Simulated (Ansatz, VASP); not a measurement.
NaAl3 in VASP and in Ansatz

Contents of INCAR:

```
SYSTEM = NaAl3
PREC = Accurate
ENCUT = 520
EDIFF = 1E-7
ISMEAR = -1
SIGMA = 0.05
LREAL = .False.
LASPH = .True.
NELM = 80
ALGO = Normal
ISIF = 2
LWAVE = .False.
LCHARG = .False.
GGA = PE
NBANDS = 16
```

Contents of KPOINTS:

```
regular mesh
0
Gamma
  9 9 9
  0 0 0
```

File POSCAR:

```
NaAl3
1.0
   -2.1430611013      2.1430611013      3.8989545074
    2.1430611013     -2.1430611013      3.8989545074
    2.1430611013      2.1430611013     -3.8989545074
Al Na
3 1
Direct
    0.5000000000      0.5000000000      0.0000000000
    0.2500000000      0.7500000000      0.5000000000
    0.7500000000      0.2500000000      0.5000000000
    0.0000000000      0.0000000000      0.0000000000
```

The input input.yaml:

```yaml
crystal:
  lattice:
    - [-2.1430611013, 2.1430611013, 3.8989545074]
    - [2.1430611013, -2.1430611013, 3.8989545074]
    - [2.1430611013, 2.1430611013, -3.8989545074]
  atoms:
    - { symbol: Al, position: [0.5, 0.5, 0.0] }
    - { symbol: Al, position: [0.25, 0.75, 0.5] }
    - { symbol: Al, position: [0.75, 0.25, 0.5] }
    - { symbol: Na, position: [0.0, 0.0, 0.0] }
hamiltonian:
  xc: pbe
  pseudopotentials: { kind: paw }
kpoints:
  mp_grid: { grid: [9, 9, 9] }
scf:
  occupations: { method: fermi_dirac, width: 0.05 }
output:
  forces: true
  stress: true
  eigenvalues: true
```

Change from the starting cell: volume scaled by 0.94.

Alike in both runs: task single point; functional PBE; k mesh 9 × 9 × 9; occupations fermi-dirac, width 0.05 eV; no spin polarisation.

```csv
,VASP,Ansatz
version,VASP 6.6.1,Ansatz 0.2.0
potentials or method,"VASP PAW PBE potentials, release 64 (Al, Na_pv)",Ansatz PAW
plane-wave cutoff (eV),520,420
valence electrons in the cell,16,18
```

```csv
,VASP,Ansatz,Ansatz less VASP
gap on the k mesh at the Fermi level (eV),none,none,-
pressure (GPa),3.4,3.4,-0.01
largest component of the traceless stress (GPa),0.87,0.87,+0.007
```

A gap of «none» marks a metal or a gap that the smearing closes. The two sets of potentials don't hold the same shells in valence.
